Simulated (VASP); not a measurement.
All values below come from PBE GGA, VASP's PBE PAW potentials (set 64) (plane waves; VASP 6.6.1).

The input files of a VASP run:

**KPOINTS**
```
K-points
0
G
4 4 4
0 0 0
```

**INCAR**
```
ALGO  =  Normal
EDIFF  =  1E-6
EDIFFG  =  -0.02
ENCUT  =  400
GGA  =  PE
IBRION  =  2
ISIF  =  3
ISMEAR  =  0
LASPH  =  .TRUE.
LCHARG  =  .FALSE.
LMAXMIX  =  4
LREAL  =  .FALSE.
LWAVE  =  .FALSE.
NELM  =  100
NSW  =  60
PREC  =  Accurate
SIGMA  =  0.05
SYSTEM  =  Zn4S3Se
```

### POSCAR
```
Zn4S3Se
1.0
  5.5109722529   0.0000000000   0.0000000000
  0.0000000000   5.5109722529   0.0000000000
  0.0000000000   0.0000000000   5.5109722529
Zn Se S
4 1 3
direct
  0.9931963671   0.9931963671   0.9931963671
  0.5068036329   0.5068036329   0.9931963671
  0.5068036329   0.9931963671   0.5068036329
  0.9931963671   0.5068036329   0.5068036329
  0.2500000000   0.2500000000   0.2500000000
  0.7500000000   0.7500000000   0.2500000000
  0.7500000000   0.2500000000   0.7500000000
  0.2500000000   0.7500000000   0.7500000000
```

POTCAR, in this order: Zn Se S (PBE.64 set). Program: vasp_std.

Output

**OSZICAR**
```
       N       E                     dE             d eps       ncg     rms          rms(c)
DAV:   1     0.521357530659E+03    0.52136E+03   -0.29055E+04   860   0.167E+03
DAV:   2     0.354182827803E+02   -0.48594E+03   -0.47224E+03   900   0.388E+02
DAV:   3    -0.255027468071E+02   -0.60921E+02   -0.60444E+02   941   0.139E+02
DAV:   4    -0.280601765290E+02   -0.25574E+01   -0.25482E+01  1040   0.283E+01
DAV:   5    -0.280990518327E+02   -0.38875E-01   -0.38846E-01  1002   0.358E+00    0.127E+01
DAV:   6    -0.264775867292E+02    0.16215E+01   -0.36490E+00  1273   0.415E+01    0.972E+00
DAV:   7    -0.265490342570E+02   -0.71448E-01   -0.38297E+00   957   0.782E+00    0.435E+00
DAV:   8    -0.265146067094E+02    0.34428E-01   -0.27888E-01  1084   0.554E+00    0.169E+00
DAV:   9    -0.265164925966E+02   -0.18859E-02   -0.47415E-02  1093   0.291E+00    0.404E-01
DAV:  10    -0.265167810890E+02   -0.28849E-03   -0.40277E-03   961   0.566E-01    0.231E-01
DAV:  11    -0.265171568394E+02   -0.37575E-03   -0.10838E-03  1061   0.170E-01    0.712E-02
DAV:  12    -0.265172164370E+02   -0.59598E-04   -0.21163E-04   988   0.102E-01    0.463E-02
DAV:  13    -0.265172467378E+02   -0.30301E-04   -0.80054E-05   935   0.396E-02    0.161E-02
DAV:  14    -0.265172474937E+02   -0.75596E-06   -0.54442E-06   893   0.246E-02
   1 F= -.26517247E+02 E0= -.26517247E+02  d E =-.265172E+02
       N       E                     dE             d eps       ncg     rms          rms(c)
DAV:   1    -0.265203889348E+02   -0.31422E-02   -0.10119E-01  1079   0.314E+00    0.441E-01
DAV:   2    -0.265178589877E+02    0.25299E-02   -0.17049E-02  1069   0.187E+00    0.159E-01
DAV:   3    -0.265175844101E+02    0.27458E-03   -0.71757E-04   967   0.129E-01    0.802E-02
DAV:   4    -0.265174918263E+02    0.92584E-04   -0.57901E-05   921   0.444E-02    0.340E-02
DAV:   5    -0.265174780843E+02    0.13742E-04   -0.13996E-05   999   0.834E-02    0.809E-03
DAV:   6    -0.265174783921E+02   -0.30784E-06   -0.13222E-05   961   0.357E-02    0.368E-03
DAV:   7    -0.265174789055E+02   -0.51340E-06   -0.99214E-07   515   0.113E-02
   2 F= -.26517479E+02 E0= -.26517479E+02  d E =-.231412E-03
```

### OUTCAR
```
------------------------ aborting loop because EDIFF is reached ----------------------------------------
  FORCE on cell =-STRESS in cart. coord.  units (eV):
  Direction    XX          YY          ZZ          XY          YZ          ZX
  --------------------------------------------------------------------------------------
  Total       -0.0356083     -0.0356083     -0.0356083      0.0000000     -0.0000000      0.0000000
  in kB       -0.3401472     -0.3401472     -0.3401472      0.0000000     -0.0000000      0.0000000
  external PRESSURE =      -0.3401472 kB  Pullay stress =       0.0000000 kB
  volume of cell :      167.72
      direct lattice vectors                 reciprocal lattice vectors
     5.514823233  0.000000000 -0.000000000     0.181329475 -0.000000000 -0.000000000
     0.000000000  5.514823233 -0.000000000     0.000000000  0.181329475  0.000000000
     0.000000000  0.000000000  5.514823233     0.000000000  0.000000000  0.181329475
 POSITION                                       TOTAL-FORCE (eV/Angst)
 -----------------------------------------------------------------------------------
      5.47828      5.47828      5.47828         0.011280      0.011280      0.011280
      2.79396      2.79396      5.47828        -0.011280     -0.011280      0.011280
      2.79396      5.47828      2.79396        -0.011280      0.011280     -0.011280
      5.47828      2.79396      2.79396         0.011280     -0.011280     -0.011280
      1.37871      1.37871      1.37871        -0.000000      0.000000      0.000000
      4.13612      4.13612      1.37871        -0.000000      0.000000     -0.000000
      4.13612      1.37871      4.13612        -0.000000      0.000000      0.000000
      1.37871      4.13612      4.13612        -0.000000      0.000000     -0.000000
 -----------------------------------------------------------------------------------
    total drift:                               -0.000001     -0.000001      0.000000
  FREE ENERGIE OF THE ION-ELECTRON SYSTEM (eV)
  ---------------------------------------------------
  free  energy   TOTEN  =       -26.5174789055 eV

  energy  without entropy=      -26.5174789055  energy(sigma->0) =      -26.51747891

 reached required accuracy - stopping structural energy minimisation
```
(Selected blocks of OUTCAR.)

CONTCAR:
```
Zn4S3Se
   1.00000000000000
     5.5148232328783600    0.0000000000000000   -0.0000000000000000
     0.0000000000000000    5.5148232328783600   -0.0000000000000000
     0.0000000000000000    0.0000000000000000    5.5148232328783600
  Zn              Se              S
     4     1     3
Direct
     0.9933728538980918    0.9933728538980918    0.9933728538980918
     0.5066271461019082    0.5066271461019082    0.9933728538980918
     0.5066271461019082    0.9933728538980918    0.5066271461019082
     0.9933728538980918    0.5066271461019082    0.5066271461019082
     0.2500000000000000    0.2500000000000000    0.2500000000000000
     0.7500000000000000    0.7500000000000000    0.2500000000000000
     0.7500000000000000    0.2500000000000000    0.7500000000000000
     0.2500000000000000    0.7500000000000000    0.7500000000000000
```

### OUTCAR
```
 val. band max:        1.7791465752   @ k =   0.0000   0.0000   0.0000

 cond. band min:       3.5073566745   @ k =   0.0000   0.0000   0.0000


 Fermi energy:         2.0302959256

 k-point     1 :       0.0000    0.0000    0.0000
  band No.  band energies     occupation
      1     -11.2493      2.00000
      2     -10.1354      2.00000
      3     -10.1354      2.00000
      4     -10.0734      2.00000
      5      -4.5577      2.00000
      6      -4.5577      2.00000
      7      -4.5577      2.00000
      8      -4.5328      2.00000
      9      -4.5328      2.00000
     10      -4.5328      2.00000
     11      -4.2559      2.00000
     12      -4.2559      2.00000
     13      -4.2559      2.00000
     14      -4.2338      2.00000
     15      -4.2338      2.00000
     16      -4.2338      2.00000
     17      -4.1127      2.00000
     18      -4.1127      2.00000
     19      -4.0480      2.00000
     20      -4.0480      2.00000
     21      -4.0480      2.00000
     22      -3.9447      2.00000
     23      -3.8971      2.00000
     24      -3.8971      2.00000
     25      -2.7650      2.00000
     26      -2.7650      2.00000
     27      -2.7650      2.00000
     28      -0.4744      2.00000
     29      -0.4744      2.00000
     30      -0.4744      2.00000
     31      -0.2832      2.00000
     32      -0.2832      2.00000
     33      -0.2832      2.00000
     34       1.7791      2.00000
     35       1.7791      2.00000
     36       1.7791      2.00000
     37       3.5074      0.00000
     38       4.8921      0.00000
     39       5.2248      0.00000
     40       5.2248      0.00000
     41       5.6610      0.00000
     42       5.6610      0.00000
     43       5.6610      0.00000

 k-point     2 :       0.2500    0.0000    0.0000
  band No.  band energies     occupation
      1     -11.1057      2.00000
      2     -10.3110      2.00000
      3     -10.1329      2.00000
      4     -10.0882      2.00000
      5      -4.5697      2.00000
...
```

The structure was generated: Zn4S3Se was put into an ordered model structure (P-43m), which need not be its known phase. This run relaxes it. Symmetry was kept, so distortions that lower it aren't found. The start is the result of an earlier pass.
